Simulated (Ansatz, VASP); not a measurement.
# GaN in two plane-wave programs

One calculation is typed for both programs; each brings its own data sets. How far apart do they land? The structure shown comes from an earlier Ansatz run, which isn't shown and may have moved the atoms alone.

Main program and level: Ansatz 0.2.0; plane waves, with VASP 6.6.1 beside it; elastic constants at LDA.

## Step 1: Starting point

Symmetry: P6_3mc, No. 186, hexagonal system. The conventional cell has a = 3.152 Å, b = 3.152 Å, c = 5.138 Å, α = 90.00°, β = 90.00°, γ = 120.00°. Nearest to Ga lie 4 N at 1.93 Å. Nearest to N lie 4 Ga at 1.93 Å. Farther neighbours and most contacts between anions are not listed.

Coordinates:

```cif
data_structure
_symmetry_space_group_name_H-M 'P 1'
_symmetry_Int_Tables_number 1
_cell_length_a 3.1518
_cell_length_b 3.1518
_cell_length_c 5.1384
_cell_angle_alpha 90.000
_cell_angle_beta 90.000
_cell_angle_gamma 120.000
_cell_volume 44.21
loop_
_atom_site_label
_atom_site_type_symbol
_atom_site_fract_x
_atom_site_fract_y
_atom_site_fract_z
_atom_site_occupancy
Ga1 Ga 0.33333 0.66667 0.99930 1
Ga2 Ga 0.66667 0.33333 0.49930 1
N3 N 0.33333 0.66667 0.37570 1
N4 N 0.66667 0.33333 0.87570 1
```

## Step 2: Ansatz: elastic constants, LDA

Ansatz runs on its default PAW (the set named soft_2) files.

Elastic constants are differences of stresses under small strains, so they test the stress and the mesh.

Contents of input.yaml:

```yaml
crystal:
  lattice:
    - [3.1517989516, 0.0, 0.0]
    - [-1.5758994758, 2.7295379597, 0.0]
    - [0.0, 0.0, 5.1383921642]
  atoms:
    - { symbol: Ga, position: [0.3333333333, 0.6666666667, -0.0007049853] }
    - { symbol: Ga, position: [0.6666666667, 0.3333333333, 0.4992950147] }
    - { symbol: "N", position: [0.3333333333, 0.6666666667, 0.3757049853] }
    - { symbol: "N", position: [0.6666666667, 0.3333333333, 0.8757049853] }
kpoints:
  mp_grid: { grid: [9, 9, 6] }
hamiltonian:
  xc: lda
scf:
  occupations: { method: fixed }
output:
  forces: true
  stress: true
  eigenvalues: true
elastic:
  mode: relaxed_ion
  stencil: two_point
```

Command:

```bash
ansatz run input.yaml --threads 8 --pin off --max-ram 14336MiB --backend cpu --events-out ev --progress --plain --runs-dir out
```

Numbers of over 12 decimals in the logs are rounded to 6 here.

What it wrote:

```text
Engine: ansatz 0.2.0, aarch64-unknown-linux-gnu
Pseudopotentials: kind: paw
Pseudopotential: Ga, paw, valence charge 13, recommended cutoff 420 eV (normal), Ga.paw.azcp
Pseudopotential: N, paw, valence charge 5, recommended cutoff 420 eV (normal), N.paw.azcp
Functional definition: SPW92
  exchange = slater_x
  correlation = pw_c
Crystal: 4 atoms, lattice volume = 44.205 Å³
Basis set: ecut = 420 eV, 845 PW (Γ)
Bands: 22, of which v1, the nominal top of the filled ones, is band 18 counted from 1 (17 counted from 0)
Symmetry: 12 space group operations
Space group: P63mc (ITA 186), of the structure as read, at distance tolerance 3.5e-5 Å
k-points: 48 of 486 (time reversal used)
Non-local potential: Ga, projectors of the file, l = 0: 2, l = 1: 2, l = 2: 3, l = 3: 1
Non-local potential: N, projectors of the file, l = 0: 2, l = 1: 2, l = 2: 1
PAW form: soft (Blöchl's): semilocal exchange-correlation on the pseudo side does not see the compensation charge
PAW frozen core: Ga, regenerated for the run's functional, and the local potential with it (the file was generated under x = pbe(κ = 0.804, μ = 0.219515), c = pbe(β = 0.066725))
PAW frozen core: N, regenerated for the run's functional, and the local potential with it (the file was generated under x = pbe(κ = 0.804, μ = 0.219515), c = pbe(β = 0.066725))
PAW one-centre angular grid: Ga, 590 points (default); XC on 64 Gauss nodes
PAW one-centre angular grid: N, 110 points (default); XC on 64 Gauss nodes
Initial density: superposition of atomic densities (neutral atoms: chi_scale 0, normalization atom), corrected by the library's trained network
Initial wavefunctions: pseudopotential atomic-orbital guess
Functional: x = slater, c = lda
SCF iter   1: F=—  HF=-8164.211737 eV  |F-HF|=—  |Δ(HF+E_count)|=         —  Δρ=1.35e-2  dr2=7.56e-2  ethr=1.77e-3  ⟨swp⟩=4.5  Hψ=3772  notcnv=0  defer=54
preconditioner: auto → Resta (q_TF=auto, 2.637 Å⁻¹)  ε∞=5.0  [insulator: Δε(μ)=2.026 eV  Ē_g=16.714 eV  n_scr=22 (ndim 8)  ℏωp=33.5 eV  f_vac=0.006  ε∞_Penn≈5.0]
SCF iter   2: F=—  HF=-8164.190269 eV  |F-HF|=—  |Δ(HF+E_count)|=   2.15e-2  Δρ=3.62e-3  dr2=3.43e-3  ethr=2.10e-4  ⟨swp⟩=2.4  Hψ=1946  notcnv=0  defer=93
SCF iter   3: F=—  HF=-8164.189325 eV  |F-HF|=—  |Δ(HF+E_count)|=   9.44e-4  Δρ=1.62e-3  dr2=5.39e-4  ethr=9.53e-6  ⟨swp⟩=2.0  Hψ=1222  notcnv=0  defer=93
SCF iter   4: F=—  HF=-8164.189144 eV  |F-HF|=—  |Δ(HF+E_count)|=   1.80e-4  Δρ=1.59e-4  dr2=6.23e-6  ethr=1.50e-6  ⟨swp⟩=2.6  Hψ=1890  notcnv=0  defer=83
SCF iter   5: F=—  HF=-8164.189144 eV  |F-HF|=—  |Δ(HF+E_count)|=   8.48e-7  Δρ=6.75e-5  dr2=1.38e-6  ethr=1.73e-8  ⟨swp⟩=2.0  Hψ=1912  notcnv=0
SCF iter   6: F=—  HF=-8164.189140 eV  |F-HF|=—  |Δ(HF+E_count)|=   3.85e-6  Δρ=2.92e-5  dr2=2.78e-7  ethr=3.84e-9  ⟨swp⟩=2.2  Hψ=1657  notcnv=0
SCF iter   7: F=—  HF=-8164.189140 eV  |F-HF|=—  |Δ(HF+E_count)|=   4.74e-8  Δρ=6.21e-6  dr2=1.35e-8  ethr=7.73e-10  ⟨swp⟩=2.1  Hψ=1664  notcnv=0
SCF iter   8: F=—  HF=-8164.189140 eV  |F-HF|=—  |Δ(HF+E_count)|=   1.81e-9  Δρ=6.49e-7  dr2=1.71e-10  ethr=3.76e-11  ⟨swp⟩=2.1  Hψ=1845  notcnv=0
SCF iter   9: F=—  HF=-8164.189140 eV  |F-HF|=—  |Δ(HF+E_count)|=  2.00e-11  Δρ=6.79e-8  dr2=1.81e-12  ethr=4.75e-13 (applied; sched 1.00e-12)  ⟨swp⟩=2.0  Hψ=1824  notcnv=0
SCF iter  10: F=—  HF=-8164.189140 eV  |F-HF|=—  |Δ(HF+E_count)|=  9.09e-13  Δρ=2.18e-8  dr2=1.68e-13  ethr=1.00e-12  ⟨swp⟩=5.3  Hψ=4766  notcnv=0
SCF iter  11: F=-8164.189140 eV  HF=-8164.189140 eV  |F-HF|=0.00e0  |Δ(HF+E_count)|=  2.73e-12  Δρ=6.28e-9  dr2=1.50e-14  ethr=1.00e-12  ⟨swp⟩=4.0  Hψ=3397  notcnv=0
SCF 1 converged in 11 iterations: F = -8164.189140 eV  dr2 = 1.50e-14
  greatest PAW one-centre occupation: 0.996 electrons in one spin orbital (limit 2), on the Ga atom at site 0 (counted from 0), in its partial waves of l = 2
Crystal: 4 atoms, lattice volume = 44.117 Å³
Symmetry: 4 space group operations
k-points: 100 of 486 (time reversal used)
Initial density: handed on by an earlier stage of this run
Initial wavefunctions: pseudopotential atomic-orbital guess (no wavefunctions were taken with the density)
iter 1 solved again at ethr=1.23e-5 eV; its pass at ethr=3.10e-3 eV (dr2=4.43e-3 eV) is discarded
SCF iter   1: F=—  HF=-8164.190513 eV  |F-HF|=—  |Δ(HF+E_count)|=         —  Δρ=5.83e-3  dr2=4.47e-3  ethr=1.23e-5  ⟨swp⟩=2.0  Hψ=11328  notcnv=0  defer=197
preconditioner: auto → Resta (q_TF=auto, 2.637 Å⁻¹)  ε∞=5.0  [insulator: Δε(μ)=2.121 eV  Ē_g=16.690 eV  n_scr=22 (ndim 8)  ℏωp=33.5 eV  f_vac=0.006  ε∞_Penn≈5.0]
SCF iter   2: F=—  HF=-8164.189149 eV  |F-HF|=—  |Δ(HF+E_count)|=   1.36e-3  Δρ=2.38e-3  dr2=6.83e-4  ethr=1.23e-5  ⟨swp⟩=2.0  Hψ=3981  notcnv=0  defer=197
SCF iter   3: F=—  HF=-8164.188969 eV  |F-HF|=—  |Δ(HF+E_count)|=   1.79e-4  Δρ=7.40e-4  dr2=1.01e-4  ethr=1.90e-6  ⟨swp⟩=2.0  Hψ=4074  notcnv=0  defer=190
[...]
SCF iter   6: F=—  HF=-8164.189117 eV  |F-HF|=—  |Δ(HF+E_count)|=   5.54e-9  Δρ=1.35e-6  dr2=2.82e-10  ethr=1.62e-11  ⟨swp⟩=2.0  Hψ=5584  notcnv=0  defer=1
SCF iter   7: F=—  HF=-8164.189117 eV  |F-HF|=—  |Δ(HF+E_count)|=  1.30e-10  Δρ=2.42e-7  dr2=1.69e-11  ethr=7.83e-13 (applied; sched 1.00e-12)  ⟨swp⟩=2.2  Hψ=5080  notcnv=0  defer=1
SCF iter   8: F=—  HF=-8164.189117 eV  |F-HF|=—  |Δ(HF+E_count)|=  4.55e-12  Δρ=5.48e-8  dr2=5.81e-13  ethr=4.70e-14 (applied; sched 1.00e-12)  ⟨swp⟩=2.0  Hψ=5541  notcnv=0  defer=1
SCF iter   9: F=-8164.189117 eV  HF=-8164.189117 eV  |F-HF|=9.09e-13  |Δ(HF+E_count)|=  1.82e-12  Δρ=1.12e-8  dr2=2.47e-14  ethr=1.00e-12  ⟨swp⟩=4.0  Hψ=11157  notcnv=0
SCF 25 converged in 9 iterations: F = -8164.189117 eV  dr2 = 2.47e-14
relax step   1: F+E_penalty+E_count = -8164.18911669 eV  Δ(F+E_penalty+E_count) = +0.000e0 eV  max|allowed force component| = 1.167e-2 eV/Å  Δτ_max = 0.0000 Å  (9 SCF iters, accepted)
[...]
relax step   2: F+E_penalty+E_count = -8164.18912668 eV  Δ(F+E_penalty+E_count) = -9.994e-6 eV  max|allowed force component| = 8.310e-5 eV/Å  Δτ_max = 0.0004 Å  (9 SCF iters, accepted)
[...]
relax step   3: F+E_penalty+E_count = -8164.18912668 eV  Δ(F+E_penalty+E_count) = -3.893e-10 eV  max|allowed force component| = 4.671e-5 eV/Å  Δτ_max = 0.0000 Å  (6 SCF iters, accepted)
iter 1 solved again at ethr=1.00e-12 eV; its pass at ethr=3.10e-3 eV (dr2=1.09e-13 eV) is discarded
SCF iter   1: F=—  HF=-8164.189127 eV  |F-HF|=—  |Δ(HF+E_count)|=         —  Δρ=4.35e-9  dr2=1.40e-14  ethr=1.00e-12  ⟨swp⟩=2.0  Hψ=14198  notcnv=0  defer=1
SCF iter   2: F=-8164.189127 eV  HF=-8164.189127 eV  |F-HF|=0.00e0  |Δ(HF+E_count)|=  5.46e-12  Δρ=2.79e-9  dr2=7.12e-15  ethr=1.00e-12  ⟨swp⟩=4.1  Hψ=9909  notcnv=0
SCF 28 converged in 2 iterations: F = -8164.189127 eV  dr2 = 7.12e-15
SCF converged after 11 iterations
Free energy (F): -8164.189140 eV
Harris-Foulkes:  -8164.189140 eV  (|F-HF|=0.00e0)
Internal energy: -8164.189140 eV  (E = F + TS)
E sigma→0 (E₀):  -8164.189140 eV
Fermi energy:    9.839634 eV
--- Per-component energies (eV) ---
  E_band       = -8.930911
  E_kinetic    = 496.117239
  E_local      = -3859.059525  (includes V_loc(G=0)·N_el)
  E_nonlocal   = 955.468108
  E_hartree    = 1774.926741
  E_xc         = -256.476022
  E_vxc        = -269.441500  (∫ρ·V_xc dr)
  E_paw        = -4070.213368  (= ΣΔE_a)
  E_vpaw       = -881.868747  (= ΣTr[D̂ρ^β])
  E_aug_tail   = 0.000032  (compensation charges beyond the density's cutoff)
  E_ewald      = -3208.569394
  E_core_change = 3.617048  (= ΣΔE_core)
  E_smearing   = -0.000000  (= −TS)
  E_closure    = 0.000000  (closes the sum)
  Σ components = -8164.189140   (vs F -8164.189140, Δ=0.00e0)
--- Forces (eV/Å), atoms counted from 1 ---
  atom   1  Ga     0.00000000    -0.00000000    -0.00004494
  atom   2  Ga    -0.00000000     0.00000000    -0.00004494
  atom   3  N     -0.00000000    -0.00000000     0.00004576
  atom   4  N      0.00000000     0.00000000     0.00004576
  max |Σ_I F_I| component: 1.65e-6 eV/Å
--- Stress (GPa, compression-positive) ---
       -0.005904       0.000000       0.000000
        0.000000      -0.005904      -0.000000
        0.000000       0.000000      -0.000265
  P = ⅓ Tr σ = -0.0040 GPa (-0.040 kbar)
--- Band table (eV; the first three rows and the last of 48) ---
  k-point 0: bands = [... 14 lower, 8.7549, 9.7867, 9.8396, 9.8396, 11.9682, 14.2118, 19.0528, 19.7454]
  k-point 1: bands = [... 14 lower, 8.8244, 8.9936, 9.7633, 9.7633, 12.6175, 14.2683, 18.8591, 19.7786]
  k-point 2: bands = [... 14 lower, 9.0159, 9.0159, 9.5584, 9.5584, 13.5951, 14.3654, 18.4526, 18.8619]
  k-point 47: bands = [... 14 lower, 5.4201, 5.4201, 8.2748, 8.2748, 16.3256, 16.3256, 17.0948, 17.0948]
--- Elastic constants: 3 strain directions × 2 members + reference (group order 12) ---
  dense FFT box of the reference and of every strained cell: 24×24×36
  strains applied: 11, 33, 23; error gains: componentwise 1.00 (the most a stress slope's error grows in a printed constant), spectral 1.41 (1 for all six strains in a standard setting)
  C = ∂σ_k/∂η_j (tension-positive GPa; Voigt order 11 22 33 23 13 12):
       367.066    138.294    100.461      0.000      0.000     -0.000
       138.294    367.066    100.461     -0.000      0.000     -0.000
       100.320    100.320    409.203      0.000      0.000     -0.000
        -0.000      0.000      0.000     96.598      0.000      0.000
        -0.000      0.000      0.000      0.000     96.598      0.000
        -0.000      0.000     -0.000      0.000      0.000    114.386
  reference stress σ⁰ (GPa):      0.006      0.006      0.000      0.000     -0.000     -0.000
  C* (energy form; C + prestress term) asymmetry max|C*_kj − C*_jk| = 1.475e-1 GPa — a small one proves nothing (zero by symmetry where the batch's group is 432, −43m or m−3m); a large one is finite-difference/SCF noise where every solve meets its electron count
  moduli (Voigt/Reuss/Hill, GPa): K = 202.39/202.38/202.39   G = 115.13/111.87/113.50   E = 286.88   ν = 0.264
  mechanically stable: yes (min eigenvalue of sym C = 96.60 GPa)
  strain η (Voigt 11):  stress-route row diagonal C_11 = 367.07 GPa, energy-path curvature d²(F+E_count+ΔE)/dδ²/Ω₀ = 367.53 GPa
         δ    σ_11 (GPa)             F (eV)   n_scf  n_hpsi   n_pw
    -2.000e-3      -0.7321       -8164.1889981       2   18453    872   relax 4 steps, max|allowed force component| 1.09e-5 eV/Å
     2.000e-3       0.7362       -8164.1889901       2   18944    876   relax 3 steps, max|allowed force component| 3.18e-6 eV/Å
  strain η (Voigt 33):  stress-route row diagonal C_33 = 409.20 GPa, energy-path curvature d²(F+E_count+ΔE)/dδ²/Ω₀ = 409.43 GPa
         δ    σ_33 (GPa)             F (eV)   n_scf  n_hpsi   n_pw
    -2.000e-3      -0.8196       -8164.1889243       2    9073    872   relax 5 steps, max|allowed force component| 1.63e-8 eV/Å
     2.000e-3       0.8172       -8164.1889101       2    8785    874   relax 3 steps, max|allowed force component| 1.89e-6 eV/Å
  strain η (Voigt 23):  stress-route row diagonal C_44 = 96.60 GPa, energy-path curvature d²(F+E_count+ΔE)/dδ²/Ω₀ = 96.72 GPa
         δ    σ_23 (GPa)             F (eV)   n_scf  n_hpsi   n_pw
    -2.000e-3      -0.1932       -8164.1891267       2   26557    872   relax 3 steps, max|allowed force component| 2.36e-5 eV/Å
     2.000e-3       0.1932       -8164.1891267       2   25402    872   relax 3 steps, max|allowed force component| 4.67e-5 eV/Å
```

Reading the cycles: dr2 is the Hartree energy of the density residual (eV), the measure of convergence; HF is the Harris–Foulkes estimate of the energy, which meets the free energy F at convergence.

(Continued in part 2 of 2.)

[Lines on the potential files, build, host, timing and source positions are cut from VASP's logs without a mark.]

[Logs are printed without paths, hosts, clocks, repeated set-up lines and the standing remarks that a program may print on its own settings, such as how far it seeks lower states.]

[Hosts, paths, dates, database ids (printed as entryN), source tags and the programs' standing remarks are cut or masked in the printed files.]
